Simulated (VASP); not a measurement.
A convergence study with VASP on MgSe (rock salt): one setting is varied, all else stays as given below, so the limit is that of these other settings.

```
CELL_PARAMETERS angstrom
      0.00000     2.73000     2.73000
      2.73000     0.00000     2.73000
      2.73000     2.73000     0.00000
ATOMIC_POSITIONS crystal
  Mg 0.00000 0.00000 0.00000
  Se 0.50000 0.50000 0.50000
```

Calculation: PBE GGA, VASP's PBE PAW potentials (set 64) (plane waves; VASP). The tightest run used: 550 eV cut-off, 17×17×17 Γ-centred mesh, tetrahedra with Blöchl corrections, potentials Mg Se.

Gaps are read on the run's mesh, which can miss a band edge.

Task: The settings run are 3×3×3 mesh; 4×4×4 mesh; 5×5×5 mesh; 6×6×6 mesh; 7×7×7 mesh; 8×8×8 mesh; 9×9×9 mesh; 10×10×10 mesh; 11×11×11 mesh; 12×12×12 mesh; 13×13×13 mesh; 14×14×14 mesh; 15×15×15 mesh; 16×16×16 mesh; 17×17×17 mesh. From which on does the energy per atom stay within 0.005 eV/atom of the tightest run?

Result: From 6×6×6 mesh on: it is off by 0.0027 there and by no more than 0.005 in any finer run, while 5×5×5 mesh is off by 0.0093.
```json
[
 {"setting": "3×3×3 mesh", "E (eV/atom)": "-3.5924", "pressure (GPa)": "3.20", "gap on the mesh (eV)": "2.520", "irreducible k-points": "4", "difference judged (eV/atom)": "0.1507"},
 {"setting": "4×4×4 mesh", "E (eV/atom)": "-3.7078", "pressure (GPa)": "1.99", "gap on the mesh (eV)": "1.761", "irreducible k-points": "8", "difference judged (eV/atom)": "0.0353"},
 {"setting": "5×5×5 mesh", "E (eV/atom)": "-3.7338", "pressure (GPa)": "1.69", "gap on the mesh (eV)": "2.193", "irreducible k-points": "10", "difference judged (eV/atom)": "0.0093"},
 {"setting": "6×6×6 mesh", "E (eV/atom)": "-3.7404", "pressure (GPa)": "1.60", "gap on the mesh (eV)": "1.790", "irreducible k-points": "16", "difference judged (eV/atom)": "0.0027"},
 {"setting": "7×7×7 mesh", "E (eV/atom)": "-3.7423", "pressure (GPa)": "1.58", "gap on the mesh (eV)": "2.004", "irreducible k-points": "20", "difference judged (eV/atom)": "0.0008"},
 {"setting": "8×8×8 mesh", "E (eV/atom)": "-3.7428", "pressure (GPa)": "1.57", "gap on the mesh (eV)": "1.794", "irreducible k-points": "29", "difference judged (eV/atom)": "0.0003"},
 {"setting": "9×9×9 mesh", "E (eV/atom)": "-3.7430", "pressure (GPa)": "1.57", "gap on the mesh (eV)": "1.922", "irreducible k-points": "35", "difference judged (eV/atom)": "0.0001"},
 {"setting": "10×10×10 mesh", "E (eV/atom)": "-3.7431", "pressure (GPa)": "1.57", "gap on the mesh (eV)": "1.794", "irreducible k-points": "47", "difference judged (eV/atom)": "0.0000"},
 {"setting": "11×11×11 mesh", "E (eV/atom)": "-3.7431", "pressure (GPa)": "1.57", "gap on the mesh (eV)": "1.880", "irreducible k-points": "56", "difference judged (eV/atom)": "0.0000"},
 {"setting": "12×12×12 mesh", "E (eV/atom)": "-3.7431", "pressure (GPa)": "1.57", "gap on the mesh (eV)": "1.794", "irreducible k-points": "72", "difference judged (eV/atom)": "0.0000"},
 {"setting": "13×13×13 mesh", "E (eV/atom)": "-3.7431", "pressure (GPa)": "1.57", "gap on the mesh (eV)": "1.856", "irreducible k-points": "84", "difference judged (eV/atom)": "0.0000"},
 {"setting": "14×14×14 mesh", "E (eV/atom)": "-3.7431", "pressure (GPa)": "1.57", "gap on the mesh (eV)": "1.794", "irreducible k-points": "104", "difference judged (eV/atom)": "0.0000"},
 {"setting": "15×15×15 mesh", "E (eV/atom)": "-3.7431", "pressure (GPa)": "1.57", "gap on the mesh (eV)": "1.841", "irreducible k-points": "120", "difference judged (eV/atom)": "0.0000"},
 {"setting": "16×16×16 mesh", "E (eV/atom)": "-3.7431", "pressure (GPa)": "1.57", "gap on the mesh (eV)": "1.794", "irreducible k-points": "145", "difference judged (eV/atom)": "0.0000"},
 {"setting": "17×17×17 mesh", "E (eV/atom)": "-3.7431", "pressure (GPa)": "1.57", "gap on the mesh (eV)": "1.830", "irreducible k-points": "165", "difference judged (eV/atom)": "0.0000"}
]
```

Left out are rungs that failed or repeat a setting and relaxations that didn't move; long series are thinned to 24 rows.

The compound is MgSe in the rock salt structure. The cell was not relaxed at this level.
